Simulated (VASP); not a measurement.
Crystal: InAs.

```xyz
2
Lattice="0.0000 3.0180 3.0180 3.0180 0.0000 3.0180 3.0180 3.0180 0.0000" Properties=species:S:1:pos:R:3 pbc="T T T"
In    0.0000    0.0000    0.0000
As    1.5090    1.5090    1.5090
```

```yaml
Program: VASP 6.6.1
Task: relaxation of cell and atoms
Functional: PBE
Potentials_or_basis: VASP PAW PBE potentials, release 64 (In_d, As)
Cutoff: 600 eV
k_mesh: 10 × 10 × 10
Occupations: gaussian, width 0.03 eV
Spin: no spin polarisation
```

At the start: pressure 4.4 GPa; volume 27.49 Å³/atom.

How do energy, volume and symmetry change on relaxing?

Over 3 steps the energy falls by 27.1 meV/atom and the volume is 29.62 Å³/atom (+7.8 %); space group F-43m (No. 216, to 0.05 Å).

The path:
```
step  energy change (eV)  largest force (eV/Å)  pressure (GPa)  volume (Å³)
   1              0.0000                0.0000            4.37        54.98
   2             -0.0455                0.0000           -1.45        61.16
   3             -0.0543                0.0000            0.03        59.24
```

Final structure:
```
In As
1.0
     0.00000    3.09413    3.09413
     3.09413    0.00000    3.09413
     3.09413    3.09413    0.00000
In As
1 1
Direct
  0.00000 0.00000 0.00000
  0.25000 0.25000 0.25000
```
